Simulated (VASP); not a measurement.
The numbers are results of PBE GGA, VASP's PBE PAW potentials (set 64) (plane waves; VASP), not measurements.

A VASP calculation is set up with these files.

### INCAR
```
PREC = Accurate
ALGO = Normal   # blocked Davidson
LASPH = .TRUE.   # aspherical one-centre terms
NELM = 100
PSTRESS = 450
IBRION = 2   # conjugate gradients
GGA = PE   # PBE
LMAXMIX = 4   # l cut-off of mixed one-centre charges
SYSTEM = V
LCHARG = .FALSE.
ENCUT = 500
SIGMA = 0.1
NSW = 40   # most ionic steps
LWAVE = .FALSE.
EDIFF = 1E-6
ISMEAR = 1
EDIFFG = -0.02   # ionic stop
ISIF = 3   # ions, shape and volume
LREAL = .FALSE.   # projection in real space or not
```

**POSCAR**
```
V
1
   -1.4356341955     1.4356341955     1.4356341955
    1.4356341955    -1.4356341955     1.4356341955
    1.4356341955     1.4356341955    -1.4356341955
V
1
Direct
  0.0000000000   0.0000000000   0.0000000000
```

### KPOINTS
```
Automatic mesh
0
Gamma
18 18 18
0 0 0
```

POTCAR, in this order: V_sv (PBE.64 set). Program: vasp_std.

What VASP printed:

OUTCAR:
```
 ion  position               nearest neighbor table
   1  0.000  0.000  0.000-
  LATTYP: Found a body centered cubic cell.
 ALAT       =     2.8712683910
 Subroutine PRICEL returns:
 Original cell was already a primitive cell.
 Subroutine GETGRP returns: Found 48 space group operations
The static configuration has the point symmetry O_h .
The dynamic configuration has the point symmetry O_h .
 Subroutine INISYM returns: Found 48 space group operations
 Subroutine IBZKPT returns following result:
 Found    195 irreducible k-points:

 Following reciprocal coordinates:
            Coordinates               Weight
  0.000000  0.000000  0.000000      1.000000
  0.055556  0.000000  0.000000     12.000000
  0.111111  0.000000  0.000000     12.000000
  0.166667  0.000000  0.000000     12.000000
  0.222222  0.000000  0.000000     12.000000
  0.277778  0.000000  0.000000     12.000000
  0.333333  0.000000  0.000000     12.000000
  0.388889  0.000000  0.000000     12.000000
  0.444444  0.000000  0.000000     12.000000
  0.500000  0.000000  0.000000      6.000000
...
```

OSZICAR:
```
       N       E                     dE             d eps       ncg     rms          rms(c)
DAV:   1     0.814838368048E+02    0.81484E+02   -0.71796E+03  3900   0.141E+03
DAV:   2    -0.865520370041E+01   -0.90139E+02   -0.88167E+02  4016   0.362E+02
DAV:   3    -0.999024641686E+01   -0.13350E+01   -0.13215E+01  4040   0.519E+01
DAV:   4    -0.999773077813E+01   -0.74844E-02   -0.74825E-02  3984   0.417E+00
DAV:   5    -0.999781937777E+01   -0.88600E-04   -0.88600E-04  4002   0.440E-01    0.221E+01
DAV:   6    -0.888482610730E+01    0.11130E+01   -0.39815E+00  3922   0.313E+01    0.392E+00
DAV:   7    -0.885997117902E+01    0.24855E-01   -0.42126E-02  3944   0.259E+00    0.149E+00
DAV:   8    -0.885308985289E+01    0.68813E-02   -0.67569E-03  3918   0.148E+00    0.521E-02
DAV:   9    -0.885304589951E+01    0.43953E-04   -0.15031E-04  3958   0.218E-01    0.274E-02
DAV:  10    -0.885304943140E+01   -0.35319E-05   -0.54271E-06  3866   0.316E-02    0.360E-03
DAV:  11    -0.885304972875E+01   -0.29735E-06   -0.51113E-07  1980   0.113E-02
   1 F= -.55288026E+01 E0= -.55287812E+01  d E =-.552880E+01
       N       E                     dE             d eps       ncg     rms          rms(c)
DAV:   1    -0.132234812064E+02   -0.43704E+01   -0.11307E+02  3902   0.185E+02    0.353E+01
DAV:   2    -0.840847903487E+01    0.48150E+01   -0.14132E+01  3908   0.663E+01    0.503E+00
DAV:   3    -0.821737997336E+01    0.19110E+00   -0.61382E-01  3922   0.120E+01    0.536E+00
DAV:   4    -0.820219516564E+01    0.15185E-01   -0.53248E-02  3902   0.386E+00    0.448E-01
DAV:   5    -0.820225106688E+01   -0.55901E-04   -0.83972E-03  3942   0.135E+00    0.135E-01
DAV:   6    -0.820202459920E+01    0.22647E-03   -0.23266E-04  3904   0.247E-01    0.138E-02
DAV:   7    -0.820201876258E+01    0.58366E-05   -0.10444E-05  3960   0.497E-02    0.273E-03
DAV:   8    -0.820202029145E+01   -0.15289E-05   -0.93686E-08  1954   0.493E-03    0.871E-04
DAV:   9    -0.820202032210E+01   -0.30650E-07   -0.76316E-09  1950   0.162E-03
   2 F= -.53825089E+01 E0= -.53826799E+01  d E =0.146294E+00
       N       E                     dE             d eps       ncg     rms          rms(c)
DAV:   1    -0.116020557274E+02   -0.34000E+01   -0.68109E+01  3900   0.159E+02    0.198E+01
DAV:   2    -0.876920115319E+01    0.28329E+01   -0.11340E+01  3908   0.496E+01    0.220E+00
DAV:   3    -0.874047484569E+01    0.28726E-01   -0.52446E-02  3900   0.300E+00    0.152E+00
DAV:   4    -0.873369727541E+01    0.67776E-02   -0.31157E-02  3902   0.268E+00    0.243E-01
DAV:   5    -0.873364475518E+01    0.52520E-04   -0.26912E-04  3936   0.250E-01    0.176E-01
DAV:   6    -0.873359273956E+01    0.52016E-04   -0.53454E-05  3902   0.121E-01    0.407E-02
DAV:   7    -0.873358489503E+01    0.78445E-05   -0.20254E-06  3106   0.255E-02    0.786E-03
DAV:   8    -0.873358433042E+01    0.56461E-06   -0.68886E-08  1950   0.443E-03
   3 F= -.55550293E+01 E0= -.55549391E+01  d E =-.262268E-01
       N       E                     dE             d eps       ncg     rms          rms(c)
DAV:   1    -0.872797668554E+01    0.56082E-02   -0.19155E-02  3900   0.253E+00    0.379E-01
DAV:   2    -0.872715188005E+01    0.82481E-03   -0.30969E-03  3912   0.866E-01    0.561E-02
DAV:   3    -0.872713948419E+01    0.12396E-04   -0.28499E-05  3908   0.740E-02    0.445E-02
DAV:   4    -0.872713634570E+01    0.31385E-05   -0.83946E-06  3902   0.437E-02    0.280E-03
DAV:   5    -0.872713605813E+01    0.28757E-06   -0.19996E-07  1950   0.692E-03
   4 F= -.55550890E+01 E0= -.55549967E+01  d E =-.262864E-01
```

**OUTCAR**
```
------------------------ aborting loop because EDIFF is reached ----------------------------------------
  FORCE on cell =-STRESS in cart. coord.  units (eV):
  Direction    XX          YY          ZZ          XY          YZ          ZX
  --------------------------------------------------------------------------------------
  Total        3.1691772      3.1691772      3.1691772      0.0000000      0.0000000     -0.0000000
  in kB      449.5928656    449.5928656    449.5928656      0.0000000      0.0000000     -0.0000000
  external PRESSURE =      -0.4071344 kB  Pullay stress =     450.0000000 kB
  volume of cell :       11.29
      direct lattice vectors                 reciprocal lattice vectors
    -1.413380950  1.413380950  1.413380950     0.000000000  0.353761666  0.353761666
     1.413380950 -1.413380950  1.413380950     0.353761666  0.000000000  0.353761666
     1.413380950  1.413380950 -1.413380950     0.353761666  0.353761666  0.000000000
 POSITION                                       TOTAL-FORCE (eV/Angst)
 -----------------------------------------------------------------------------------
      0.00000      0.00000      0.00000        -0.000000      0.000000     -0.000000
 -----------------------------------------------------------------------------------
    total drift:                                0.000000     -0.000000      0.000000
  FREE ENERGIE OF THE ION-ELECTRON SYSTEM (eV)
  ---------------------------------------------------
  free  energy   TOTEN  =        -8.7271360581 eV

  energy  without entropy=       -8.7268591141  energy(sigma->0) =       -8.72704374
  enthalpy is  TOTEN    =        -5.5550889894 eV   P V=        3.1720470688

 reached required accuracy - stopping structural energy minimisation
```
(Selected blocks of OUTCAR.)

### CONTCAR
```
V
   1.00000000000000
    -1.4133809499319556    1.4133809499319556    1.4133809499319556
     1.4133809499319556   -1.4133809499319556    1.4133809499319556
     1.4133809499319556    1.4133809499319556   -1.4133809499319556
  V
     1
Direct
     0.0000000000000000    0.0000000000000000    0.0000000000000000
```

OUTCAR:
```
 val. band max:       12.0647597028   @ k =  -0.3889   0.3889   0.1111

 cond. band min:      12.0697858547   @ k =   0.2778   0.0000   0.0000


 Fermi energy:        12.0688418812

 k-point     1 :       0.0000    0.0000    0.0000
  band No.  band energies     occupation
      1     -51.4884      2.00000
      2     -24.4066      2.00000
      3     -24.4066      2.00000
      4     -24.4066      2.00000
      5       5.2011      2.00000
      6      12.5016     -0.00000
      7      12.5016     -0.00000
      8      12.5016     -0.00000
      9      14.9994      0.00000
     10      14.9994      0.00000

 k-point     2 :       0.0556    0.0000    0.0000
  band No.  band energies     occupation
      1     -51.4769      2.00000
      2     -24.4561      2.00000
      3     -24.4211      2.00000
      4     -24.4071      2.00000
      5       5.3492      2.00000
      6      12.4319     -0.00000
      7      12.4872     -0.00000
      8      12.6146     -0.00000
      9      14.9146      0.00000
     10      15.0034      0.00000

 k-point     3 :       0.1111    0.0000    0.0000
  band No.  band energies     occupation
      1     -51.4439      2.00000
      2     -24.5975      2.00000
      3     -24.4625      2.00000
      4     -24.4087      2.00000
      5       5.7769      2.00000
      6      12.2360     -0.03958
      7      12.4224     -0.00001
      8      12.9468     -0.00000
      9      14.7221      0.00000
     10      15.0184      0.00000

 k-point     4 :       0.1667    0.0000    0.0000
  band No.  band energies     occupation
      1     -51.3929      2.00000
      2     -24.8108      2.00000
      3     -24.5256      2.00000
      4     -24.4111      2.00000
      5       6.4299      2.00000
      6      11.9483      2.07079
      7      12.2702     -0.01531
      8      13.4767     -0.00000
      9      14.5662      0.00000
     10      15.0515      0.00000

 k-point     5 :       0.2222    0.0000    0.0000
...
```

Energy and stress use the plane-wave basis of the starting cell.

The compound is V in the bcc structure. This run relaxes it under an external pressure of 45 GPa. Symmetry was kept, so distortions that lower it aren't found. The run is not spin-polarised, so no magnetic state was tried.
